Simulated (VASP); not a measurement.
# Si in VASP: a series of runs

Runs on Si. Level: PBEsol. Tasks: single point, relaxation of the atoms.

Program: VASP 6.6.1. These are calculated values, not measurements. Logs are shortened: lines on timing, memory, paths and dates and some standing lists are left out, and cuts for length are marked.

## 1. The slab as given

The cell holds a slab with vacuum, 4 atoms: a = 3.844 Å, b = 3.844 Å, c = 18.923 Å, α = 90.00°, β = 90.00°, γ = 120.00°.

The slab is cut from a database's or a generator's crystal, which needn't be the stable form of the element.

## 2. Single point, PBEsol

INCAR reads:

```
PREC     = Accurate       # precision mode
ENCUT    = 520            # plane-wave cutoff, eV
EDIFF    = 1E-6           # SCF threshold, eV
ISMEAR   = 0              # smearing method
SIGMA    = 0.03           # smearing width, eV
LREAL    = False          # projectors in reciprocal space
LASPH    = True           # aspherical terms in the spheres
NELM     = 80             # most SCF steps
ALGO     = Fast           # electronic algorithm
ISIF     = 2              # what is computed and relaxed
LWAVE    = False          # write WAVECAR
LCHARG   = False          # write CHGCAR
LDIPOL   = True         
IDIPOL   = 3            
DIPOL    = 0.5 0.5 0.500
GGA      = PS             # functional
LVHAR    = True         
LVACPOTAV= True         
ICORELEVEL= 1
```

KPOINTS reads:

```
Automatic mesh
0
Gamma
  9 9 1
```

POSCAR reads:

```
Si
1.0
    3.8436175000      0.0000000000      0.0000000000
   -1.9218087500      3.3286704000      0.0000000000
    0.0000000000      0.0000000000     18.9228756900
Si
4
Direct
    0.3333333300      0.6666666700      0.3963456800
    0.0000000000      0.0000000000      0.4378074100
    0.0000000000      0.0000000000      0.5621925900
    0.6666666700      0.3333333300      0.6036543200
```

Potentials or basis: VASP PAW PBE potentials, release 64 (Si).

Command:

```sh
> cat potpaw_PBE.64/Si/POTCAR > POTCAR
> mpirun -np 1 vasp_std > vasp.out
```

OUTCAR:

```text
PREC = Accurate
   ENCUT = 520
   EDIFF = 1E-6
   ISMEAR = 0
   LREAL = False
   LASPH = True
   NELM = 80
   ISIF = 2
   GGA = PS

 ion  position               nearest neighbor table
   1  0.333  0.667  0.396-   2 2.35   2 2.35   2 2.35
   2  0.000  0.000  0.438-   3 2.35   1 2.35   1 2.35   1 2.35
   3  0.000  0.000  0.562-   2 2.35   4 2.35   4 2.35   4 2.35
   4  0.667  0.333  0.604-   3 2.35   3 2.35   3 2.35

  LATTYP: Found a hexagonal cell.
 ALAT       =     3.8436175000
 C/A-ratio  =     4.9231942799

  Lattice vectors:

 A1 = (   3.8436175000,   0.0000000000,   0.0000000000)
 A2 = (  -1.9218087500,   3.3286704000,   0.0000000000)
 A3 = (   0.0000000000,   0.0000000000,  18.9228756900)

Analysis of symmetry for initial positions (statically):
=====================================================================
 Subroutine PRICEL returns:
 Original cell was already a primitive cell.

 Routine SETGRP: Setting up the symmetry group for a
 hexagonal supercell.

 Subroutine GETGRP returns: Found 12 space group operations
 (whereof 12 operations were pure point group operations)
 out of a pool of 24 trial point group operations.

The static configuration has the point symmetry D_3d.

Analysis of symmetry for dynamics (positions and initial velocities):
=====================================================================
 Subroutine PRICEL returns:
 Original cell was already a primitive cell.

 Routine SETGRP: Setting up the symmetry group for a
 hexagonal supercell.

 Subroutine GETGRP returns: Found 12 space group operations
 (whereof 12 operations were pure point group operations)
 out of a pool of 24 trial point group operations.

The dynamic configuration has the point symmetry D_3d.

 Subroutine INISYM returns: Found 12 space group operations
 (whereof 12 operations are pure point group operations),
 and found     1 'primitive' translations

----------------------------------------------------------------------------------------

                                     Primitive cell

  volume of cell :     242.1018

  direct lattice vectors                    reciprocal lattice vectors
     3.843617500  0.000000000  0.000000000     0.260171570  0.150210126  0.000000000
    -1.921808750  3.328670400  0.000000000     0.000000000  0.300420252  0.000000000
     0.000000000  0.000000000 18.922875690     0.000000000  0.000000000  0.052846090

  length of vectors
     3.843617500  3.843617502 18.922875690     0.300420252  0.300420252  0.052846090

  position of ions in fractional coordinates (direct lattice)
     0.333333330  0.666666670  0.396345680
     0.000000000  0.000000000  0.437807410
     0.000000000  0.000000000  0.562192590
     0.666666670  0.333333330  0.603654320

  ion indices of the primitive-cell ions
[... 92 lines left out ...]
   IVDW    =     0    specifies the selected vdW correction
   LEPSILON=     F    determine dielectric tensor
   LRPA    =     F    only Hartree local field effects (RPA)
 non-spin polarized calculation
 RMM-DIIS sequential band-by-band and
 Gauss-broadening in eV      SIGMA  =   0.03
  energy-cutoff  :      520.00
  volume of cell :      242.10
 maximum number of plane-waves:      6579
 NGX is ok and might be reduce to    30
   NGX = 15   NGY = 15   NGZ = 71

 dipolmoment           0.000000      0.000000     -0.000000 electrons x Angstroem

 number of electron      16.0000001 magnetization

 dipolmoment           0.000000      0.000000      0.000000 electrons x Angstroem

 Free energy of the ion-electron system (eV)
  ---------------------------------------------------
  ext. energy  EPLUGINS =         0.00000000
  ---------------------------------------------------
  free energy    TOTEN  =       -20.69841849 eV

  energy without entropy =      -20.69719193  energy(sigma->0) =      -20.69780521

 the core state eigenenergies are
   1-  1s  -1781.2048  2s   -135.1066  2p    -91.1396
   2-  1s  -1781.1671  2s   -135.1164  2p    -91.1450
   3-  1s  -1781.1671  2s   -135.1164  2p    -91.1450
   4-  1s  -1781.2048  2s   -135.1066  2p    -91.1396

 E-fermi :  -1.4230     XC(G=0):  -3.9465

 val. band max:       -1.4242531111   @ k =   0.0000   0.0000   0.0000
 cond. band min:      -1.1979874635   @ k =   0.2222   0.2222   0.0000
 fundamental gap:      0.2262656476
 Fermi energy:        -1.4229681253

 k-point     1 :       0.0000    0.0000    0.0000
  band No.  band energies     occupation
      1     -12.6412      2.00000
      2     -11.3602      2.00000
      3      -6.5736      2.00000
      4      -2.7929      2.00000
      5      -2.0778      2.00000
      6      -2.0778      2.00000
      7      -1.4243      1.04831
      8      -1.4243      1.04830
      9      -0.3214      0.00000
     10       1.0522      0.00000
     11       1.5123      0.00000
     12       1.9752      0.00000
[... 151 lines left out ...]
 k-point    12 :       0.3333    0.3333    0.0000
  band No.  band energies     occupation
      1      -9.9194      2.00000
      2      -8.5825      2.00000
      3      -8.5825      2.00000
      4      -7.8520      2.00000
      5      -5.2383      2.00000
      6      -5.2383      2.00000
      7      -3.7355      2.00000
      8      -1.5105      1.99996
      9      -1.5105      1.99996
     10       2.0919      0.00000
     11       2.4506      0.00000
     12       2.4506      0.00000

------------------------ aborting loop because EDIFF is reached ----------------------------------------

  FORCE on cell =-STRESS in cart. coord.  units (eV):
  Direction    XX          YY          ZZ          XY          YZ          ZX
  --------------------------------------------------------------------------------------
  -------------------------------------------------------------------------------------
  Total       -1.4176619     -1.4176619      0.4943244      0.0000000     -0.0000000      0.0000000
  in kB       -9.3817780     -9.3817780      3.2713313      0.0000000     -0.0000000      0.0000000
  external PRESSURE =      -5.1640749 kB  Pullay stress =       0.0000000 kB

 VOLUME and BASIS-vectors are now :
 -----------------------------------------------------------------------------
  energy-cutoff  :      520.00
  volume of cell :      242.10
      direct lattice vectors                 reciprocal lattice vectors
     3.843617500  0.000000000  0.000000000     0.260171570  0.150210126  0.000000000
    -1.921808750  3.328670400  0.000000000     0.000000000  0.300420252  0.000000000
     0.000000000  0.000000000 18.922875690     0.000000000  0.000000000  0.052846090

 POSITION                                       TOTAL-FORCE (eV/Angst)
 -----------------------------------------------------------------------------------
     -0.00000      2.21911      7.50000         0.000000      0.000000      0.524405
      0.00000      0.00000      8.28458         0.000000      0.000000     -1.086148
      0.00000      0.00000     10.63830        -0.000000      0.000000      1.086148
      1.92181      1.10956     11.42288        -0.000000     -0.000000     -0.524405
 -----------------------------------------------------------------------------------
    total drift:                                0.000000     -0.000000      0.000000

  FREE ENERGIE OF THE ION-ELECTRON SYSTEM (eV)
  ---------------------------------------------------
  free  energy   TOTEN  =       -20.6984184910 eV

  energy  without entropy=      -20.6971919266  energy(sigma->0) =      -20.69780521

 vacuum level on the upper side and lower side of the slab         3.476         3.476
```

OSZICAR:

```text
N       E                     dE             d eps       ncg     rms          rms(c)
DAV:   1     0.763335896849E+02    0.76334E+02   -0.49729E+03   288   0.940E+02
DAV:   2    -0.147285922543E+02   -0.91062E+02   -0.87088E+02   468   0.146E+02
DAV:   3    -0.211007037272E+02   -0.63721E+01   -0.62791E+01   352   0.436E+01
[... 15 lines left out ...]
RMM:  19    -0.206984007431E+02   -0.36002E-04   -0.41827E-06   277   0.738E-03    0.323E-03
RMM:  20    -0.206984154255E+02   -0.14682E-04   -0.24656E-06   270   0.604E-03    0.107E-03
RMM:  21    -0.206984171384E+02   -0.17129E-05   -0.23854E-07   186   0.281E-03    0.822E-04
RMM:  22    -0.206984183953E+02   -0.12569E-05   -0.29850E-07   193   0.258E-03    0.194E-04
RMM:  23    -0.206984184910E+02   -0.95685E-07   -0.20074E-08    92   0.155E-03
   1 F= -.20698418E+02 E0= -.20697805E+02  d E =-.122656E-02
```

stdout:

```text
POSCAR found type information on POSCAR Si
 POSCAR found :  1 types and       4 ions
 scaLAPACK will be used
 -----------------------------------------------------------------------------
|                                                                             |
[... 23 lines left out ...]
|     field-free region was found. Please increase the size of  your cell     |
|     in the dimension of the dipole correction to obtain accurate            |
|     workfunction values.                                                    |
|                                                                             |
 -----------------------------------------------------------------------------
```

Run time: 73 s. Hardware: 1 thread of Intel Xeon Platinum 8259CL at 2.50GHz (Skylake/Cascade Lake), shared host; peak memory 0.34 GiB.

Results:

```
Free energy                     : -20.6984 eV
Largest force                   : 1.086 eV/Å
Band gap on the k mesh          : none (metal or under the smearing width)
Work function of the upper face : 4.90 eV
Work function of the lower face : 4.90 eV
```

Forces in eV/Å, atoms in the order of the input:
```
Si   0.000  0.000  0.524
Si   0.000  0.000 -1.086
Si   0.000  0.000  1.086
Si   0.000  0.000 -0.524
```

Core levels (eV, on the scale of the bands):
| atom | levels |
| --- | --- |
| 1 Si | 1s -1781.2, 2s -135.1, 2p -91.1 |
| 2 Si | 1s -1781.2, 2s -135.1, 2p -91.1 |
| 3 Si | 1s -1781.2, 2s -135.1, 2p -91.1 |
| 4 Si | 1s -1781.2, 2s -135.1, 2p -91.1 |

Caveat: the PAW data sets were made with another functional, which shifts forces and pressure a little.

## 3. Relaxation of the atoms, PBEsol

INCAR: that of step 2 with these lines changed.

```diff
@@ -8,3 +8,3 @@
 NELM     = 80             # most SCF steps
-ALGO     = Fast           # electronic algorithm
+ALGO     = Normal         # electronic algorithm
 ISIF     = 2              # what is computed and relaxed
@@ -16,4 +16,4 @@
 GGA      = PS             # functional
-LVHAR    = True         
-LVACPOTAV= True         
-ICORELEVEL= 1
+IBRION   = 2              # ionic algorithm
+NSW      = 80             # ionic steps
+EDIFFG   = -0.02          # ionic threshold
```

KPOINTS is that of step 2.

POSCAR is that of step 2.

Potentials or basis: VASP PAW PBE potentials, release 64 (Si).

Command:

```sh
> cat potpaw_PBE.64/Si/POTCAR > POTCAR
> mpirun -np 1 vasp_std > vasp.out
```

OUTCAR:

```text
PREC = Accurate
   ENCUT = 520
   EDIFF = 1E-6
   ISMEAR = 0
   LREAL = False
   LASPH = True
   NELM = 80
   ISIF = 2
   GGA = PS
   IBRION = 2
   NSW = 80
   EDIFFG = -0.02

 ion  position               nearest neighbor table
   1  0.333  0.667  0.396-   2 2.35   2 2.35   2 2.35
   2  0.000  0.000  0.438-   3 2.35   1 2.35   1 2.35   1 2.35
   3  0.000  0.000  0.562-   2 2.35   4 2.35   4 2.35   4 2.35
   4  0.667  0.333  0.604-   3 2.35   3 2.35   3 2.35

  LATTYP: Found a hexagonal cell.
 ALAT       =     3.8436175000
 C/A-ratio  =     4.9231942799

  Lattice vectors:

 A1 = (   3.8436175000,   0.0000000000,   0.0000000000)
 A2 = (  -1.9218087500,   3.3286704000,   0.0000000000)
[... 388 lines left out ...]
      3      -6.3050      2.00000
      4      -2.7557      2.00000
      5      -2.3293      2.00000
      6      -2.3293      2.00000
      7      -1.7985      2.00000
      8      -1.7985      2.00000
      9      -0.0817      0.00000
     10       1.0244      0.00000
     11       1.2906      0.00000
     12       1.8797      0.00000
[... 153 lines left out ...]
      1      -9.8793      2.00000
      2      -8.8058      2.00000
      3      -8.8058      2.00000
      4      -8.1794      2.00000
      5      -5.4893      2.00000
      6      -5.4893      2.00000
      7      -3.5484      2.00000
      8      -1.4389      1.88483
      9      -1.4389      1.88483
     10       1.8050      0.00000
     11       2.6629      0.00000
     12       2.6629      0.00000

------------------------ aborting loop because EDIFF is reached ----------------------------------------

 vacuum level on the upper side and lower side of the slab       (xc-potential included)        -0.007        -0.007

  FORCE on cell =-STRESS in cart. coord.  units (eV):
  Direction    XX          YY          ZZ          XY          YZ          ZX
  --------------------------------------------------------------------------------------
  -------------------------------------------------------------------------------------
  Total       -0.3832366     -0.3832366      0.0008775      0.0000000      0.0000000      0.0000000
  in kB       -2.5361766     -2.5361766      0.0058073      0.0000000      0.0000000      0.0000000
  external PRESSURE =      -1.6888486 kB  Pullay stress =       0.0000000 kB
[... 19 lines left out ...]
  FREE ENERGIE OF THE ION-ELECTRON SYSTEM (eV)
  ---------------------------------------------------
  free  energy   TOTEN  =       -20.8005545469 eV

  energy  without entropy=      -20.7992286403  energy(sigma->0) =      -20.79989159

 reached required accuracy - stopping structural energy minimisation

 vacuum level on the upper side and lower side of the slab         3.509         3.509
```

OSZICAR:

```text
N       E                     dE             d eps       ncg     rms          rms(c)
DAV:   1     0.763335896849E+02    0.76334E+02   -0.49729E+03   288   0.940E+02
DAV:   2    -0.147285922543E+02   -0.91062E+02   -0.87088E+02   468   0.146E+02
DAV:   3    -0.211007037272E+02   -0.63721E+01   -0.62791E+01   352   0.436E+01
DAV:   4    -0.212905919343E+02   -0.18989E+00   -0.18934E+00   404   0.984E+00
[... 83 lines left out ...]
       N       E                     dE             d eps       ncg     rms          rms(c)
DAV:   1    -0.208005296995E+02   -0.10930E-03   -0.90871E-03   296   0.591E-01    0.408E-02
DAV:   2    -0.208005555867E+02   -0.25887E-04   -0.50860E-04   364   0.165E-01    0.131E-02
DAV:   3    -0.208005546509E+02    0.93581E-06   -0.37124E-05   408   0.418E-02    0.976E-03
DAV:   4    -0.208005545469E+02    0.10402E-06   -0.22344E-06   320   0.998E-03
  10 F= -.20800555E+02 E0= -.20799892E+02  d E =-.134689E-03
```

It took 4 min on 1 thread of Intel Xeon Platinum 8259CL at 2.50GHz (Skylake/Cascade Lake), shared host; peak memory 0.35 GiB.

What came out:

```
Free energy                  : -20.8006 eV
Energy gained by relaxing    : 25.5 meV/atom
Ionic steps                  : 10
Largest force after relaxing : 0.004 eV/Å
Band gap on the k mesh       : none (metal or under the smearing width)
```

Forces in eV/Å, atoms in the order of the input:
```
Si   0.000  0.000  0.001
Si   0.000  0.000 -0.004
Si   0.000  0.000  0.004
Si   0.000  0.000 -0.001
```

The path:
```csv
step,energy change (eV),largest force (eV/Å),pressure (GPa)
1,0.0000,1.0861,-0.52
2,-0.0901,0.2853,-0.39
3,-0.1004,0.0838,-0.30
4,-0.1007,0.0613,-0.29
5,-0.1007,0.0521,-0.28
6,-0.1011,0.0411,-0.26
7,-0.1018,0.0374,-0.21
8,-0.1014,0.0602,-0.08
9,-0.1020,0.0355,-0.17
10,-0.1021,0.0038,-0.17
```

Final structure:
```yaml
crystal:
  lattice:
    - [3.84362, 0.00000, 0.00000]
    - [-1.92181, 3.32867, 0.00000]
    - [0.00000, 0.00000, 18.92288]
  atoms:
    - { symbol: Si, position: [0.33333, 0.66667, 0.39940] }
    - { symbol: Si, position: [0.00000, 0.00000, 0.43414] }
    - { symbol: Si, position: [0.00000, 0.00000, 0.56586] }
    - { symbol: Si, position: [0.66667, 0.33333, 0.60060] }
```

Caveat: the PAW data sets were made with another functional, which shifts forces and pressure a little.

## 4. Single point, PBEsol

INCAR: that of step 3 with these lines changed.

```diff
@@ -8,3 +8,3 @@
 NELM     = 80             # most SCF steps
-ALGO     = Normal         # electronic algorithm
+ALGO     = Fast           # electronic algorithm
 ISIF     = 2              # what is computed and relaxed
@@ -16,4 +16,4 @@
 GGA      = PS             # functional
-IBRION   = 2              # ionic algorithm
-NSW      = 80             # ionic steps
-EDIFFG   = -0.02          # ionic threshold
+LVHAR    = True         
+LVACPOTAV= True         
+ICORELEVEL= 1
```

KPOINTS is that of step 3.

POSCAR reads:

```
Si                                      
1.0
    3.8436175000      0.0000000000      0.0000000000
   -1.9218087500      3.3286704000      0.0000000000
    0.0000000000      0.0000000000     18.9228756900
  Si            
     4
Direct
     0.3333333300000021    0.6666666699999979    0.3993962319676376
     0.0000000000000000    1.0000000000000000    0.4341427122471451
     1.0000000000000000    0.0000000000000000    0.5658572877528547
     0.6666666699999979    0.3333333300000021    0.6006037680323625
```

Command:

```sh
> cat potpaw_PBE.64/Si/POTCAR > POTCAR
> mpirun -np 1 vasp_std > vasp.out
```

Run time: 76 s. Hardware: 1 thread of Intel Xeon Platinum 8259CL at 2.50GHz (Skylake/Cascade Lake), shared host; peak memory 0.34 GiB.

The run converged. Its results:

- Free energy: -20.8006 eV
- Largest force: 0.004 eV/Å
- Band gap on the k mesh: none (metal or under the smearing width)
- Work function of the upper face: 4.92 eV
- Work function of the lower face: 4.92 eV

Forces in eV/Å, atoms in the order of the input:
```
Si   0.000  0.000  0.002
Si   0.000  0.000 -0.004
Si   0.000  0.000  0.004
Si   0.000  0.000 -0.002
```

Levels at points of the mesh, in eV from the Fermi level:
```csv
k point,band 5,band 6,band 7,band 8,band 9,band 10,band 11,band 12
"(0.00, 0.00, 0.00)",-0.92,-0.92,-0.39,-0.39,1.32,2.43,2.70,3.29
```

Core levels (eV, on the scale of the bands):
| atom | levels |
| --- | --- |
| 1 Si | 1s -1781.2, 2s -135.1, 2p -91.1 |
| 2 Si | 1s -1781.3, 2s -135.2, 2p -91.3 |
| 3 Si | 1s -1781.3, 2s -135.2, 2p -91.3 |
| 4 Si | 1s -1781.2, 2s -135.1, 2p -91.1 |

Caveat: the PAW data sets were made with another functional, which shifts forces and pressure a little.
